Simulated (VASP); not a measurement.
All values below come from PBE GGA, VASP's PBE PAW potentials (set 64) (plane waves; VASP).

VASP ran on this input.

**POSCAR**
```
Co
1
    1.2550000000    -2.1737240000     0.0000000000
    1.2550000000     2.1737240000     0.0000000000
    0.0000000000     0.0000000000     4.0700000000
Co
2
Direct
  0.3333330000   0.6666670000   0.2500000000
  0.6666670000   0.3333330000   0.7500000000
```

### INCAR
```
SYSTEM = Co
PREC = Accurate; ENCUT = 300; LREAL = .False.
LASPH = .True.
EDIFF = 1E-6; NELM = 100; ALGO = Normal
LMAXMIX = 4
ISMEAR = -1; SIGMA = 0.136
GGA = PE
ISPIN = 2; MAGMOM = 2*2.0
ISIF = 2
LWAVE = .False.; LCHARG = .False.; LORBIT = 11
```

KPOINTS:
```
Automatic mesh
0
Gamma
13 13 7
0 0 0
```

POTCAR, in this order: Co (PBE.64 set). Program: vasp_std.

### Question
What will the output report for the number of irreducible k-points (NKPTS), largest plane-wave count, number of space-group operations, FFT grid (NGX, NGY, NGZ)?

### Answer

The number of irreducible k-points (NKPTS) is 84. The largest plane-wave count is 276 and the number of space-group operations is 24. The FFT grid (NGX, NGY, NGZ) is 14 × 14 × 24.

The structure is a typed Co crystal (P6_3/mmc). The cell was not relaxed at this level.
